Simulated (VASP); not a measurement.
Data:

```yaml
crystal:
  lattice:
    - [4.88752, 0.00000, 0.00000]
    - [0.00000, 4.88752, 0.00000]
    - [0.00000, 0.00000, 4.88752]
  atoms:
    - { symbol: Ca, position: [0.00000, 0.00000, 0.00000] }
    - { symbol: Pb, position: [0.00000, 0.50000, 0.50000] }
    - { symbol: Pb, position: [0.50000, 0.00000, 0.50000] }
    - { symbol: Pb, position: [0.50000, 0.50000, 0.00000] }
```

Calculation: LDA (Ceperley-Alder, Perdew-Zunger), VASP's LDA PAW potentials (set 64) (plane waves; VASP 6.6.1). Run with 300 eV cut-off, 6×6×6 Γ-centred mesh, Gaussian smearing of 0.14 eV, potentials Ca_sv Pb_d.

At this cut-off the stress carries a Pulay error, which pulls relaxed volumes low.

Task: Give the stress tensor in GPa (positive for a compressed cell).

Result: 
```
-2.90   0.00   0.00
 0.00  -2.90   0.00
 0.00   0.00  -2.90
```
The pressure is its mean diagonal, -2.90 GPa.

The structure comes from a computed database's CaPb3 entry (Pm-3m); how it stands against other phases isn't given here. The cell was not relaxed at this level.
